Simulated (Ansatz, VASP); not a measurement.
# MoClF (1T MoFCl monolayer): VASP beside Ansatz

One calculation is typed for both programs; each brings its own data sets. How far apart do they land? The structure shown is the start of the Ansatz relaxation below; VASP solves that cell, so the two are compared at the walk's first step.

Main program and level: Ansatz 0.2.0; plane waves, with VASP 6.6.1 beside it; single point at PBE, DFT+U.

## 1. The starting structure

The cell holds 3 atoms: 1 Mo, 1 F and 1 Cl. Cell: a = 3.380 Å, b = 3.380 Å, c = 15.620 Å, α = 90.0°, β = 90.0°, γ = 120.0°. As first built, before any earlier steps moved the atoms (in the runner's words): own sheet built from covalent radii; start for a relaxation. Vacuum lies along c.

## 2. Ansatz: relaxation, PBE, DFT+U

Ansatz runs on its default PAW (the set named soft_2) files.

The two programs are compared at the cell with which this relaxation starts, whose forces are those of its first step.

Contents of input.yaml:

```yaml
crystal:
  lattice:
    - [3.3801008787, 0.0, 0.0]
    - [-1.6900504394, 2.9272532283, 0.0]
    - [0.0, 0.0, 15.62]
  atoms:
    - { symbol: Mo, position: [0.0, 0.0, 0.507887903], spin: 2.0 }
    - { symbol: F, position: [0.3333333333, 0.6666666667, 0.581038347] }
    - { symbol: Cl, position: [0.6666666667, 0.3333333333, 0.4110737499] }
magnetization:
  spin_polarized: true
kpoints:
  mp_grid: { grid: [8, 8, 1] }
scf:
  occupations: { method: fermi_dirac, width: 0.05 }
  max_iter: 100
hamiltonian:
  xc: pbe
  hubbard: { sites: [{ species: Mo, l: d, u_eff: 2.0 }] }
relax:
  adjacent_minimum: "off"
  f_tol: 0.01
  max_steps: 60
  cell: { fix: [c, alpha, beta] }
```

The run is started by

```console
ansatz run input.yaml --threads 4 --pin off --max-ram 10240MiB --backend cpu --events-out ev --progress --plain --runs-dir out
```

Numbers of over 12 decimals in the logs are rounded to 6 here.

What it wrote:

```text
Mo: projections on atomic orbitals take those of the free atom [Ar 3d10] 4s2 4p6 4d5 5s1, of charge +0.00 (hamiltonian.pseudopotentials.projection_atoms); the dataset's partial waves leave at most 6.0e-6 of an orbital's norm unspanned inside its sphere
F: projections on atomic orbitals take those of the free atom [He] 2s2 2p5, of charge +0.00 (hamiltonian.pseudopotentials.projection_atoms); the dataset's partial waves leave at most 1.6e-8 of an orbital's norm unspanned inside its sphere
Cl: projections on atomic orbitals take those of the free atom [Ne] 3s2 3p5, of charge +0.00 (hamiltonian.pseudopotentials.projection_atoms); the dataset's partial waves leave at most 2.1e-7 of an orbital's norm unspanned inside its sphere
Engine: ansatz 0.2.0, aarch64-unknown-linux-gnu
Pseudopotentials: kind: paw
Pseudopotential: Mo, paw, valence charge 14, recommended cutoff 420 eV (normal), Mo.paw.azcp
Pseudopotential: F, paw, valence charge 7, recommended cutoff 420 eV (normal), F.paw.azcp
Pseudopotential: Cl, paw, valence charge 7, recommended cutoff 420 eV (normal), Cl.paw.azcp
Functional definition: PBE
  parameter kappa = 0.804
  parameter beta = 0.066725
  exchange = pbe_x(kappa = kappa, mu = beta*pi^2/3)
  correlation = pbe_c(beta = beta)
Crystal: 3 atoms, lattice volume = 154.551 Å³
Basis set: ecut = 420 eV, 3029 PW (Γ), exchange–correlation on 48×48×216 points (8 copies of the dense FFT grid, shifted against one another)
Bands: 19, of which v1, the nominal top of the filled ones, is band 14 counted from 1 (13 counted from 0)
Symmetry: 6 space group operations
Space group: P3m1 (ITA 156), of the structure as read, at distance tolerance 5.4e-5 Å
Magnetic group: BNS 156.49 (UNI 1279), of the structure as read, at distance tolerance 5.4e-5 Å
k-points: 10 of 64 (time reversal used)
Non-local potential: Mo, projectors of the file, l = 0: 3, l = 1: 2, l = 2: 2, l = 3: 1
Non-local potential: F, projectors of the file, l = 0: 2, l = 1: 2, l = 2: 1
Non-local potential: Cl, projectors of the file, l = 0: 2, l = 1: 2, l = 2: 2
PAW form: soft (Blöchl's): semilocal exchange-correlation on the pseudo side does not see the compensation charge
PAW one-centre angular grid: Mo, 590 points (default); XC on 64 Gauss nodes
PAW one-centre angular grid: F, 110 points (default); XC on 64 Gauss nodes
PAW one-centre angular grid: Cl, 110 points (default); XC on 64 Gauss nodes
Initial density: superposition of atomic densities (neutral atoms: chi_scale 0, normalization atom)
Starting moments: Σ|m| = 2 μB on 1 of 3 sites
Initial wavefunctions: pseudopotential atomic-orbital guess
Functional: x = pbe(κ = 0.804, μ = 0.219515), c = pbe(β = 0.066725)
SCF iter   1: F=—  HF=-6841.968885 eV  |F-HF|=—  |Δ(HF+E_count)|=         —  Δρ=3.06e-2 (↑3.06e-2 ↓2.52e-2)  dr2=3.83e0  dr2_m=1.15e-1  M=2.007 μB ∫|m|=2.095 μB  β_m=1.00  ethr=3.10e-3  ⟨swp⟩=7.2  Hψ=2168  notcnv=0
preconditioner: auto → none  [metal: Δε(μ)=0.042 eV  Ē_g=10.292 eV  σ=0.050 eV  W_gap=0.21  n_scr=10 (ndim 8)  ℏωp=12.7 eV  f_vac=0.638  D(μ)=1.72/eV (n_scr^D=6)  sad-step TF]
SCF iter   2: F=—  HF=-6841.642540 eV  |F-HF|=—  |Δ(HF+E_count)|=   3.26e-1  Δρ=1.49e-2 (↑1.49e-2 ↓1.32e-2)  dr2=9.05e-1  dr2_m=6.86e-3  M=2.002 μB ∫|m|=2.079 μB  β_m=1.00  ethr=3.10e-3  ⟨swp⟩=2.0  Hψ=834  notcnv=0  defer=6
SCF iter   3: F=—  HF=-6841.644652 eV  |F-HF|=—  |Δ(HF+E_count)|=   2.11e-3  Δρ=7.98e-3 (↑7.98e-3 ↓7.31e-3)  dr2=1.11e-1  dr2_m=1.53e-3  M=2.000 μB ∫|m|=2.058 μB  β_m=1.00  ethr=3.10e-3  ⟨swp⟩=2.5  Hψ=684  notcnv=0  defer=6
SCF iter   4: F=—  HF=-6841.736435 eV  |F-HF|=—  |Δ(HF+E_count)|=   9.18e-2  Δρ=2.79e-3 (↑2.79e-3 ↓2.41e-3)  dr2=2.00e-2  dr2_m=3.67e-4  M=2.000 μB ∫|m|=2.046 μB  β_m=1.00  ethr=3.98e-4  ⟨swp⟩=2.7  Hψ=819  notcnv=0  defer=5
SCF iter   5: F=—  HF=-6841.790132 eV  |F-HF|=—  |Δ(HF+E_count)|=   5.37e-2  Δρ=1.27e-3 (↑1.27e-3 ↓1.15e-3)  dr2=4.95e-3  dr2_m=1.43e-4  M=2.000 μB ∫|m|=2.037 μB  β_m=0.30  ethr=7.15e-5  ⟨swp⟩=2.1  Hψ=584  notcnv=0  defer=5
Mixer restart at iter 5: flushing history
spin-set hold released at iteration 5 (site moments contracting): the magnetisation degrees of freedom join the quasi-Newton model from the next iteration; the mixer history was flushed
SCF iter   6: F=—  HF=-6841.819302 eV  |F-HF|=—  |Δ(HF+E_count)|=   2.92e-2  Δρ=1.00e-3 (↑9.32e-4 ↓1.00e-3)  dr2=1.74e-3  dr2_m=2.18e-4  M=2.000 μB ∫|m|=2.033 μB  β_m=0.63  ethr=1.77e-5  ⟨swp⟩=2.0  Hψ=521  notcnv=0  defer=5
SCF iter   7: F=—  HF=-6841.866162 eV  |F-HF|=—  |Δ(HF+E_count)|=   4.69e-2  Δρ=1.93e-3 (↑1.93e-3 ↓1.73e-3)  dr2=6.74e-2  dr2_m=2.29e-4  M=2.000 μB ∫|m|=2.024 μB  β_m=0.45  ethr=6.22e-6  ⟨swp⟩=3.1  Hψ=990  notcnv=0  defer=6
SCF iter   8: F=—  HF=-6841.854166 eV  |F-HF|=—  |Δ(HF+E_count)|=   1.20e-2  Δρ=5.04e-4 (↑2.44e-4 ↓5.04e-4)  dr2=1.48e-4  dr2_m=1.55e-4  M=2.000 μB ∫|m|=2.024 μB  β_m=0.59  ethr=6.22e-6  ⟨swp⟩=3.0  Hψ=945  notcnv=0  defer=7
[...]
iter 14 did not close the SCF: its close was put off for a magnetic moment that had not settled (scf_convergence_deferred on its scf_iter line)
SCF iter  14: F=-6841.854816 eV  HF=-6841.854816 eV  |F-HF|=3.83e-8  |Δ(HF+E_count)|=   2.67e-7  Δρ=4.60e-6 (↑4.60e-6 ↓3.71e-6)  dr2=7.11e-8  dr2_m=1.08e-8  M=2.000 μB ∫|m|=2.023 μB  β_m=0.83  ethr=3.57e-10  ⟨swp⟩=5.0  Hψ=1451  notcnv=0
SCF iter  15: F=-6841.854816 eV  HF=-6841.854816 eV  |F-HF|=6.99e-9  |Δ(HF+E_count)|=   2.25e-8  Δρ=1.69e-6 (↑1.69e-6 ↓1.48e-6)  dr2=1.17e-8  dr2_m=1.78e-9  M=2.000 μB ∫|m|=2.023 μB  ethr=2.54e-10  ⟨swp⟩=3.0  Hψ=1504  notcnv=0
SCF 1 converged in 15 iterations: F = -6841.854816 eV  dr2 = 1.17e-8
  greatest PAW one-centre occupation: 0.998 electrons in one spin orbital (limit 2), on the Mo atom at site 0 (counted from 0), in its partial waves of l = 0
relax step   1: F+E_penalty+E_count = -6841.85481587 eV  Δ(F+E_penalty+E_count) = +0.000e0 eV  max|allowed force component| = 4.030e-2 eV/Å  Δτ_max = 0.0000 Å  P = +0.051 GPa  Ω = 154.551 Å³  fix = [c, alpha, beta]  reactions: c +0.001 GPa  (15 SCF iters, dr2 threshold 1.00e-7 eV, accepted)
[...]
relax step   2: F+E_penalty+E_count = -6841.85477715 eV  Δ(F+E_penalty+E_count) = +3.873e-5 eV  max|allowed force component| = 1.406e-3 eV/Å  Δτ_max = 0.0047 Å  P = +0.016 GPa  Ω = 155.035 Å³  energy of the carried Pulay correction = -2.596e-4 eV  fix = [c, alpha, beta]  reactions: c -0.011 GPa  (7 SCF iters, dr2 threshold 1.01e-7 eV, accepted)
[...]
relax step   3: F+E_penalty+E_count = -6841.85515975 eV  Δ(F+E_penalty+E_count) = -3.826e-4 eV  max|allowed force component| = 1.420e-3 eV/Å  Δτ_max = 0.0000 Å  P = +0.019 GPa  Ω = 155.035 Å³  fix = [c, alpha, beta]  reactions: c -0.004 GPa  stress off target by 3.08e-2 GPa on what of the cell is left free  SCF on the basis re-selected at this cell (its energy is not comparable with the rows above)  (8 SCF iters)
basis re-selected at this cell: Δ(F+E_penalty+E_count) = -3.826e-4 eV, ΔP = +0.004 GPa vs the last step (what re-selecting the basis moved, of the pressure what is left beyond the Pulay correction that the steps carried, after the strain that the cell walked since its last selection, with what the two solves' SCF thresholds leave and, on support functions, any second-order correction that the steps lacked; it is no m [...]
SCF converged after 8 iterations
Magnetization: 2.0000 μB (15.0000 up, 13.0000 down)
Absolute magnetization: 2.0231 μB (∫|ρ↑−ρ↓|, with the PAW one-centre terms)
Spin contamination: 0.0135 ħ² per cell (⟨S²⟩ above its minimum at these occupations)
Per-site moments (μB) at R_I (Å): [(1.322810, 0.932530), (0.036628, 0.932530), (0.019677, 1.019208)]
Free energy (F): -6841.855160 eV
Harris-Foulkes:  -6841.855160 eV  (|F-HF|=8.82e-9)
Internal energy: -6841.847855 eV  (E = F + TS)
E sigma→0 (E₀):  -6841.851507 eV
Entropy (-TS):   -0.007305 eV (-2.435 meV/atom)
Fermi energy:    0.775082 eV
--- Per-component energies (eV) ---
  E_band       = -488.289110
  E_kinetic    = 808.684485
  E_local      = -12824.229153  (includes V_loc(G=0)·N_el)
  E_nonlocal   = 248.922430
  E_hartree    = 5969.485755
  E_xc         = -368.134101
  E_vxc        = -450.199830  (∫ρ·V_xc dr)
  E_hubbard    = 1.316718  (on-site DFT+U / exact-exchange correction)
  E_vhub       = -2.275453  (the Hubbard potential's part of the band-sum identity)
  E_paw        = -4062.299329  (= ΣΔE_a)
  E_vpaw       = -208.165410  (= ΣTr[D̂ρ^β])
  E_aug_tail   = 0.002220  (compensation charges beyond the density's cutoff)
  E_ewald      = 3384.403119
  E_smearing   = -0.007305  (= −TS)
  E_closure    = -0.000000  (closes the sum)
  Σ components = -6841.855160   (vs F -6841.855160, Δ=0.00e0)
--- Forces (eV/Å), atoms counted from 1 ---
  atom   1  Mo    -0.00000000     0.00000000    -0.00119700
  atom   2  F     -0.00000000     0.00000000    -0.00022307
  atom   3  Cl     0.00000000     0.00000000     0.00141958
  max |Σ_I F_I| component: 4.85e-7 eV/Å
--- Stress (GPa, compression-positive) ---
        0.030834       0.000000      -0.000000
        0.000000       0.030834       0.000000
       -0.000000       0.000000      -0.003769
  P = ⅓ Tr σ = 0.0193 GPa (0.193 kbar)
Occupation matrices written to <dir>
--- Relaxed structure (2 steps of the walk, 2 accepted, 1 SCFs on fresh bases) ---
  F+E_penalty+E_count = -6841.85515975 eV   max|allowed force component| = 1.420e-3 eV/Å   (the final SCF, on the basis selected at the relaxed cell)
  cell:  # Å, volume = 155.0349 Å³
    - [3.385392, 2.8912736439734412e-11, 0]
    - [-1.692696, 2.931835, 0]
    - [0, 0, 15.62]
  atoms:
    - { symbol: Mo, position: [0, 0, 0.508014] }
    - { symbol: F, position: [0.333333, 0.666667, 0.580738] }
    - { symbol: Cl, position: [0.666667, 0.333333, 0.411248] }
```

In the SCF lines HF is the Harris–Foulkes energy and dr2 the Hartree energy of the density residual, in eV; the loop may stop once dr2 is under the threshold and the program's other checks hold. Hψ counts applications of the Hamiltonian.

(Part 1 of 2 ends here.)

[Lines on the potential files, build, host, timing and source positions are cut from VASP's logs without a mark.]

[Logs are printed without paths, hosts, clocks, repeated set-up lines and the standing remarks that a program may print on its own settings, such as how far it seeks lower states.]

[Hosts, paths, dates, database ids (printed as entryN), source tags and the programs' standing remarks are cut or masked in the printed files.]
